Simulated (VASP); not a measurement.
Level of theory: PBE GGA with D3 dispersion (Becke-Johnson damping), VASP's PBE PAW potentials (set 64) (plane waves; VASP).

Input for VASP

INCAR:
```
ALGO  =  Normal
EDIFF  =  1E-7
EDIFFG  =  -0.01
ENCUT  =  520
GGA  =  PE
IBRION  =  2
ISIF  =  4
ISMEAR  =  0
IVDW  =  12
LASPH  =  .TRUE.
LCHARG  =  .FALSE.
LREAL  =  .FALSE.
LWAVE  =  .FALSE.
NELM  =  100
NSW  =  30
PREC  =  Accurate
SIGMA  =  0.05
SYSTEM  =  BN
```

File POSCAR:
```
BN
1
    1.2452097705    -2.1567668024     0.0000000000
    1.2452097705     2.1567668024     0.0000000000
    0.0000000000     0.0000000000     4.1184223928
B N
2 2
Direct
  0.6666670000   0.3333330000   0.5002225297
  0.3333330000   0.6666670000   0.0002225297
  0.6666670000   0.3333330000   0.8747774703
  0.3333330000   0.6666670000   0.3747774703
```

### KPOINTS
```
Regular mesh
0
G
10 10 5
```

POTCAR, in this order: B N (PBE.64 set). Program: vasp_std.

The resulting files:

**OUTCAR**
```
 ion  position               nearest neighbor table
   1  0.667  0.333  0.500-   4 1.53   4 1.53   4 1.53   3 1.54
   2  0.333  0.667  0.000-   3 1.53   3 1.53   3 1.53   4 1.54
   3  0.667  0.333  0.875-   2 1.53   2 1.53   2 1.53   1 1.54
   4  0.333  0.667  0.375-   1 1.53   1 1.53   1 1.53   2 1.54
  LATTYP: Found a hexagonal cell.
 ALAT       =     2.4904197262
 C/A-ratio  =     1.6537061402
 Subroutine PRICEL returns:
 Original cell was already a primitive cell.
 Subroutine GETGRP returns: Found 12 space group operations
The static configuration has the point symmetry C_3v.
 The point group associated with its full space group is C_6v.
The dynamic configuration has the point symmetry C_3v.
 Subroutine INISYM returns: Found 12 space group operations
 Subroutine IBZKPT returns following result:
 Found     42 irreducible k-points:

 Following reciprocal coordinates:
            Coordinates               Weight
  0.000000  0.000000  0.000000      1.000000
  0.100000 -0.000000  0.000000      6.000000
  0.200000 -0.000000  0.000000      6.000000
  0.300000  0.000000  0.000000      6.000000
  0.400000  0.000000  0.000000      6.000000
  0.500000  0.000000  0.000000      3.000000
  0.100000  0.100000  0.000000      6.000000
  0.200000  0.100000  0.000000     12.000000
  0.300000  0.100000  0.000000     12.000000
  0.400000  0.100000  0.000000     12.000000
  0.200000  0.200000  0.000000      6.000000
  0.300000  0.200000  0.000000     12.000000
  0.400000  0.200000  0.000000      6.000000
  0.300000  0.300000  0.000000      6.000000
  0.000000  0.000000  0.200000      2.000000
  0.100000 -0.000000  0.200000     12.000000
  0.200000 -0.000000  0.200000     12.000000
  0.300000  0.000000  0.200000     12.000000
  0.400000  0.000000  0.200000     12.000000
  0.500000  0.000000  0.200000      6.000000
...
```

**OSZICAR**
```
       N       E                     dE             d eps       ncg     rms          rms(c)
DAV:   1     0.498634454124E+02    0.49863E+02   -0.86665E+03  1008   0.130E+03
DAV:   2    -0.342470377371E+02   -0.84110E+02   -0.78567E+02  1380   0.276E+02
DAV:   3    -0.368112058073E+02   -0.25642E+01   -0.25545E+01  1344   0.487E+01
DAV:   4    -0.368245161566E+02   -0.13310E-01   -0.13305E-01  1196   0.365E+00
DAV:   5    -0.368246529093E+02   -0.13675E-03   -0.13671E-03  1324   0.344E-01    0.101E+01
DAV:   6    -0.348810428468E+02    0.19436E+01   -0.47250E+00  1220   0.185E+01    0.493E+00
DAV:   7    -0.346915842398E+02    0.18946E+00   -0.29967E-01  1208   0.537E+00    0.285E+00
DAV:   8    -0.346582777453E+02    0.33306E-01   -0.76126E-02  1116   0.267E+00    0.236E-01
DAV:   9    -0.346575358827E+02    0.74186E-03   -0.21733E-03  1304   0.501E-01    0.138E-01
DAV:  10    -0.346577610031E+02   -0.22512E-03   -0.32409E-04  1184   0.187E-01    0.243E-02
DAV:  11    -0.346577662464E+02   -0.52433E-05   -0.53007E-05  1292   0.651E-02    0.143E-02
DAV:  12    -0.346577671413E+02   -0.89493E-06   -0.78736E-06  1256   0.278E-02    0.191E-03
DAV:  13    -0.346577672482E+02   -0.10687E-06   -0.15869E-07   896   0.464E-03    0.406E-04
DAV:  14    -0.346577672515E+02   -0.33424E-08   -0.99912E-09   696   0.124E-03
   1 F= -.35551769E+02 E0= -.35551769E+02  d E =-.355518E+02
       N       E                     dE             d eps       ncg     rms          rms(c)
DAV:   1    -0.346575878624E+02    0.17939E-03   -0.66462E-02  1172   0.249E+00    0.500E-02
DAV:   2    -0.346576480710E+02   -0.60209E-04   -0.84213E-04  1248   0.293E-01    0.313E-02
DAV:   3    -0.346576323009E+02    0.15770E-04   -0.23093E-05  1292   0.540E-02    0.961E-03
DAV:   4    -0.346576322834E+02    0.17510E-07   -0.81003E-06  1280   0.262E-02    0.351E-03
DAV:   5    -0.346576322246E+02    0.58768E-07   -0.62152E-07  1204   0.858E-03
   2 F= -.35551616E+02 E0= -.35551616E+02  d E =0.152906E-03
       N       E                     dE             d eps       ncg     rms          rms(c)
DAV:   1    -0.346578787166E+02   -0.24643E-03   -0.23990E-02  1172   0.150E+00    0.300E-02
DAV:   2    -0.346579002865E+02   -0.21570E-04   -0.30393E-04  1240   0.177E-01    0.189E-02
DAV:   3    -0.346578946015E+02    0.56850E-05   -0.85811E-06  1292   0.329E-02    0.567E-03
DAV:   4    -0.346578946541E+02   -0.52674E-07   -0.29361E-06  1280   0.157E-02    0.212E-03
DAV:   5    -0.346578946320E+02    0.22161E-07   -0.20568E-07   880   0.504E-03
   3 F= -.35551889E+02 E0= -.35551889E+02  d E =-.120238E-03
```

**OUTCAR**
```
------------------------ aborting loop because EDIFF is reached ----------------------------------------
 Edisp (eV)   -0.89399
  FORCE on cell =-STRESS in cart. coord.  units (eV):
  Direction    XX          YY          ZZ          XY          YZ          ZX
  --------------------------------------------------------------------------------------
  Total       3.65040     3.65040     3.69659     0.00000     0.00000     0.00000
  in kB     264.38955   264.38960   267.73508     0.00000     0.00000     0.00000
  external pressure =      265.50 kB  Pullay stress =        0.00 kB
  volume of cell :       22.12
      direct lattice vectors                 reciprocal lattice vectors
     1.245090610 -2.156560418 -0.000000000     0.401577199 -0.231850680  0.000000000
     1.245090610  2.156560418  0.000000000     0.401577199  0.231850680  0.000000000
    -0.000000000 -0.000000000  4.119210716     0.000000000 -0.000000000  0.242764954
  FREE ENERGIE OF THE ION-ELECTRON SYSTEM (eV)
  ---------------------------------------------------
  free  energy   TOTEN  =       -35.5518893713 eV

  energy  without entropy=      -35.5518893713  energy(sigma->0) =      -35.55188937

 reached required accuracy - stopping structural energy minimisation
```
(Selected blocks of OUTCAR.)

**CONTCAR**
```
BN
   1.00000000000000
     1.2450906102801811   -2.1565604183440832   -0.0000000000000000
     1.2450906102801811    2.1565604183440832    0.0000000000000000
    -0.0000000000000000   -0.0000000000000000    4.1192107156023923
  B               N
     2     2
Direct
     0.6666669999999968    0.3333330000000032    0.5004775728235388
     0.3333330000000032    0.6666669999999968    0.0004775728235387
     0.6666669999999968    0.3333330000000032    0.8745224271764612
     0.3333330000000032    0.6666669999999968    0.3745224271764613
```

OUTCAR:
```
 val. band max:        8.4197823483   @ k =   0.0000   0.0000   0.0000

 cond. band min:      13.6709754684   @ k =   0.3000   0.3000   0.0000


 Fermi energy:         8.7223336873

 k-point     1 :       0.0000    0.0000    0.0000
  band No.  band energies     occupation
      1     -12.7830      2.00000
      2      -8.3147      2.00000
      3      -3.1621      2.00000
      4       6.1431      2.00000
      5       6.1432      2.00000
      6       8.0905      2.00000
      7       8.4197      2.00000
      8       8.4198      2.00000
      9      17.0490      0.00000
     10      17.0491      0.00000
     11      17.4035      0.00000
     12      18.7704      0.00000

 k-point     2 :       0.1000   -0.0000    0.0000
  band No.  band energies     occupation
      1     -12.5538      2.00000
      2      -8.1366      2.00000
      3      -2.9369      2.00000
      4       5.1313      2.00000
      5       5.7165      2.00000
      6       7.5879      2.00000
      7       7.8632      2.00000
      8       8.1793      2.00000
      9      16.7627      0.00000
     10      17.5050      0.00000
     11      17.7445      0.00000
     12      19.4440      0.00000

 k-point     3 :       0.2000   -0.0000    0.0000
  band No.  band energies     occupation
      1     -11.8757      2.00000
      2      -7.6390      2.00000
      3      -2.2741      2.00000
      4       2.8575      2.00000
      5       4.8027      2.00000
      6       5.6474      2.00000
      7       7.1708      2.00000
      8       7.5574      2.00000
      9      16.2531      0.00000
     10      18.1810      0.00000
     11      18.4611      0.00000
     12      20.1124      0.00000

 k-point     4 :       0.3000    0.0000    0.0000
  band No.  band energies     occupation
      1     -10.7868      2.00000
      2      -6.9820      2.00000
      3      -1.2324      2.00000
      4       0.4409      2.00000
      5       3.3855      2.00000
      6       3.9081      2.00000
...
```

The compound is BN in the wurtzite structure, a metastable high-pressure form. This cell is one point of a volume scan, at 0.94 of the reference volume. Symmetry was kept, so distortions that lower it aren't found.
